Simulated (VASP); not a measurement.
Method: PBE GGA, VASP's PBE PAW potentials (set 64) (plane waves; VASP).

Input for VASP

File KPOINTS:
```
Automatic mesh
0
Gamma
13 13 13
0 0 0
```

POSCAR:
```
FeAl
1
    2.9248119879     0.0000000000     0.0000000000
    0.0000000000     2.9248119879     0.0000000000
    0.0000000000     0.0000000000     2.9248119879
Al Fe
1 1
Direct
  0.5000000000   0.5000000000   0.5000000000
  0.0000000000   0.0000000000   0.0000000000
```

**INCAR**
```
SYSTEM=FeAl
PREC=Accurate; ENCUT=520; LREAL=.False.
LASPH=.True.
EDIFF=1E-7; NELM=100; ALGO=Normal
LMAXMIX=4
ISMEAR=1; SIGMA=0.1
GGA=PE
ISIF=2
LWAVE=.False.; LCHARG=.False.
```

POTCAR, in this order: Al Fe (PBE.64 set). Program: vasp_std.

Output of the run:

### OSZICAR
```
       N       E                     dE             d eps       ncg     rms          rms(c)
DAV:   1     0.301401432440E+02    0.30140E+02   -0.50554E+03  1536   0.122E+03
DAV:   2    -0.132646470276E+02   -0.43405E+02   -0.41628E+02  1512   0.173E+02
DAV:   3    -0.145010036303E+02   -0.12364E+01   -0.12104E+01  1830   0.410E+01
DAV:   4    -0.145280767862E+02   -0.27073E-01   -0.26892E-01  1965   0.516E+00
DAV:   5    -0.145285697890E+02   -0.49300E-03   -0.49289E-03  1826   0.606E-01    0.135E+01
DAV:   6    -0.171692817418E+02   -0.26407E+01   -0.82721E+01  1716   0.138E+02    0.201E+01
DAV:   7    -0.126046551356E+02    0.45646E+01   -0.41945E+01  1655   0.866E+01    0.254E+00
DAV:   8    -0.125830789344E+02    0.21576E-01   -0.22462E-01  1600   0.545E+00    0.155E+00
DAV:   9    -0.125686219277E+02    0.14457E-01   -0.45744E-02  1833   0.330E+00    0.397E-01
DAV:  10    -0.125681274674E+02    0.49446E-03   -0.97910E-04  1821   0.383E-01    0.147E-01
DAV:  11    -0.125681142127E+02    0.13255E-04   -0.21818E-05  1720   0.502E-02    0.140E-02
DAV:  12    -0.125681130642E+02    0.11484E-05   -0.49750E-06  1951   0.274E-02    0.506E-03
DAV:  13    -0.125681128661E+02    0.19817E-06   -0.35788E-07   935   0.654E-03    0.129E-03
DAV:  14    -0.125681128743E+02   -0.82183E-08   -0.50934E-08   783   0.267E-03
   1 F= -.12568113E+02 E0= -.12567810E+02  d E =-.908898E-03
```

File OUTCAR:
```
------------------------ aborting loop because EDIFF is reached ----------------------------------------
  FORCE on cell =-STRESS in cart. coord.  units (eV):
  Direction    XX          YY          ZZ          XY          YZ          ZX
  --------------------------------------------------------------------------------------
  Total       -1.4420451     -1.4420451     -1.4420451     -0.0000000      0.0000000     -0.0000000
  in kB      -92.3412108    -92.3412108    -92.3412108     -0.0000000      0.0000000     -0.0000000
  external PRESSURE =     -92.3412108 kB  Pullay stress =       0.0000000 kB
  volume of cell :       25.02
      direct lattice vectors                 reciprocal lattice vectors
     2.924811988  0.000000000  0.000000000     0.341902319  0.000000000  0.000000000
     0.000000000  2.924811988  0.000000000     0.000000000  0.341902319  0.000000000
     0.000000000  0.000000000  2.924811988     0.000000000  0.000000000  0.341902319
 POSITION                                       TOTAL-FORCE (eV/Angst)
 -----------------------------------------------------------------------------------
      1.46241      1.46241      1.46241         0.000000      0.000000      0.000000
      0.00000      0.00000      0.00000         0.000000      0.000000      0.000000
 -----------------------------------------------------------------------------------
    total drift:                               -0.000000      0.000000      0.000000
  FREE ENERGIE OF THE ION-ELECTRON SYSTEM (eV)
  ---------------------------------------------------
  free  energy   TOTEN  =       -12.5681128743 eV

  energy  without entropy=      -12.5672039761  energy(sigma->0) =      -12.56780991
```
(Selected blocks of OUTCAR.)

The compound is FeAl in the CsCl type structure. This cell is one point of a volume scan, at 1.06 of the reference volume. The run is not spin-polarised, so no magnetic state was tried. The electron count is odd and the run is not spin-polarised, which forces a metal.
